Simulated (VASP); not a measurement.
A convergence study with VASP on MnO2 (space group no. 136 when undisturbed): a few settings are varied, all else stays as given below, so the limit is that of these other settings. One atom is moved off its site, so that forces are finite.

```
MnO2
1.0
    4.37800     0.00000     0.00000
    0.00000     4.37800     0.00000
    0.00000     0.00000     2.85565
Mn O
2 4
Direct
  0.00000   0.00000   0.01751
  0.50000   0.50000   0.50000
  0.30500   0.30500   0.00000
  0.80500   0.19500   0.50000
  0.19500   0.80500   0.50000
  0.69500   0.69500   0.00000
```
Starting moments (μB, in the order of the record's atoms Mn Mn O O O O): 3.0 -3.0 0.0 0.0 0.0 0.0.

The numbers are results of LDA (Ceperley-Alder, Perdew-Zunger), VASP's LDA PAW potentials (set 64) (plane waves; VASP), not measurements. The last row used: 400 eV cut-off, 11×11×16 Γ-centred mesh shifted by (0.5, 0.5, 0.5), Fermi-Dirac smearing of 0.010 eV, potentials Mn_pv O.

```
setting        E (eV/atom)  pressure (GPa)  largest force (eV/Å)  moment (μB)  irreducible k-points
-------------  -----------  --------------  --------------------  -----------  --------------------
2×2×2 mesh         -8.8810          -16.91                 0.767        0.000                     2
2×2×3 mesh         -8.8710          -18.68                 0.684       -0.288                     4
3×3×4 mesh         -8.8719          -18.87                 0.651       -0.029                     8
3×3×5 mesh         -8.8752          -18.70                 0.634       -0.021                    12
4×4×6 mesh         -8.8742          -18.29                 0.591        0.000                    18
5×5×7 mesh         -8.8719          -18.29                 0.577        0.011                    36
5×5×8 mesh         -8.8724          -18.51                 0.584        0.003                    36
6×6×9 mesh         -8.8723          -18.59                 0.600        0.002                    60
7×7×10 mesh        -8.8721          -18.53                 0.595        0.012                    80
7×7×11 mesh        -8.8721          -18.52                 0.594        0.013                    96
8×8×12 mesh        -8.8720          -18.55                 0.601        0.001                   120
9×9×13 mesh        -8.8722          -18.54                 0.599        0.003                   175
10×10×15 mesh      -8.8722          -18.58                 0.601       -0.002                   240
11×11×16 mesh      -8.8722          -18.53                 0.596        0.002                   288
```

Left out are rungs that failed or repeat a setting and relaxations that didn't move; long series are thinned to 24 rows.

The structure is a typed MnO2 crystal (space group no. 136). The cell was not relaxed at this level, it is distorted from the ideal structure. The spin order is the one that the start imposed; others were not tried in this run.
